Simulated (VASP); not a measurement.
SmO, 2 atoms in the cell. The structure is cubic, space group Fm-3m (No. 225). The conventional cell has a = 5.032 Å, b = 5.032 Å, c = 5.032 Å, α = 90.00°, β = 90.00°, γ = 90.00°. Sm (site symmetry m-3m) has 6 O at 2.52 Å as nearest neighbours. O (site symmetry m-3m) has 6 Sm at 2.52 Å as nearest neighbours. The cell was built by a generator and isn't the measured one.

```yaml
Program: VASP 6.6.1
Task: single point
Functional: r2SCAN
Potentials_or_basis: VASP PAW PBE potentials, release 64 (Sm, O)
Cutoff: 520 eV
k_mesh: 7 × 7 × 7
Occupations: gaussian, width 0.05 eV
Spin: collinear spin, twin_end start
Starting_moments: "[5.92, -0.11] μB"
Fixed_moment: 5.4 μB
Hubbard_terms: Sm f U = 2.5 eV, J = 0.7 eV
Dipole_correction: no
LDAUTYPE: 1
Hund's_J: 0.7
Further_INCAR_settings: ALGO = Normal; EDIFF = 1e-06; NBANDS = 22
```

Potentials or basis: VASP PAW PBE potentials, release 64 (Sm, O).

Run with:

```bash
$ cat potpaw_PBE.64/Sm/POTCAR potpaw_PBE.64/O/POTCAR > POTCAR
$ cp INCAR.step1 INCAR
$ mpirun -np 1 vasp_std > vasp.out
$ cp INCAR.step2 INCAR
$ mpirun -np 1 vasp_std > vasp.out
```

Hardware: 1 thread of Intel(R) Xeon(R) Platinum 8488C (Sapphire Rapids), on a shared host.

Question: Estimate the wall time of this run.

Answer: Run time: 110 s on 1 thread of Intel(R) Xeon(R) Platinum 8488C (Sapphire Rapids), on a shared host, peak memory 0.2 GiB. Counts: scf iterations 10, k points 20.
